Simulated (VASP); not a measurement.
Here is the system:

```yaml
crystal:
  lattice:
    - [0.00000, 3.49792, 3.49792]
    - [3.49792, 0.00000, 3.49792]
    - [3.49792, 3.49792, 0.00000]
  atoms:
    - { symbol: Sr, position: [0.00000, 0.00000, 0.00000] }
    - { symbol: Cl, position: [0.25000, 0.25000, 0.25000] }
    - { symbol: Cl, position: [0.75000, 0.75000, 0.75000] }
```

The numbers are results of r2SCAN meta-GGA, VASP's PBE PAW potentials (set 64) (plane waves; VASP), not measurements. Numerical set-up: 400 eV cut-off, 7×7×7 Γ-centred mesh, Gaussian smearing of 0.010 eV, potentials Sr_sv Cl.

Question: Give the direction-averaged independent-particle dielectric function (no local fields, no excitons; a broadening of 0.1 eV leaves a tail below the gap, and fine structure carries the noise of the k-mesh).

Answer: 
```
ħω (eV)     ε₁    ε₂
-------  -----  ----
0.00      2.98  0.00
0.40      2.98  0.00
0.90      3.00  0.00
1.30      3.01  0.01
1.80      3.05  0.01
2.30      3.09  0.01
2.70      3.14  0.01
3.20      3.21  0.02
3.70      3.30  0.02
4.10      3.40  0.03
4.60      3.55  0.04
5.10      3.75  0.05
5.50      3.98  0.07
6.00      4.41  0.12
6.40      4.88  0.27
6.90      5.28  1.22
7.40      6.14  1.83
7.80      7.11  3.69
8.30      3.54  6.15
8.80      1.98  5.49
9.20      0.38  3.37
9.70      1.40  2.85
10.20     1.45  3.70
10.60    -0.05  3.50
11.10     0.40  1.71
11.60     1.40  1.78
12.00     1.30  1.81
12.50     0.56  2.68
12.90     1.10  2.09
13.40     1.09  2.23
13.90    -0.08  2.39
14.30     0.41  1.40
14.80     0.41  2.10
15.30     0.74  1.94
15.70     0.28  1.84
16.20     0.12  1.35
16.70    -0.10  1.18
17.10     0.10  0.96
17.60    -0.02  0.69
18.10     0.30  0.57
```
ε₂ peaks at 8.1 eV (height 6.9), 8.9 eV (height 5.9), 10.4 eV (height 4.0), 12.4 eV (height 2.9), 13.8 eV (height 2.9); ε₁(0) averages 2.98, so the electronic refractive index below the gap tends to √2.98 = 1.73.

The compound is SrCl2 in the fluorite structure. It was relaxed first.
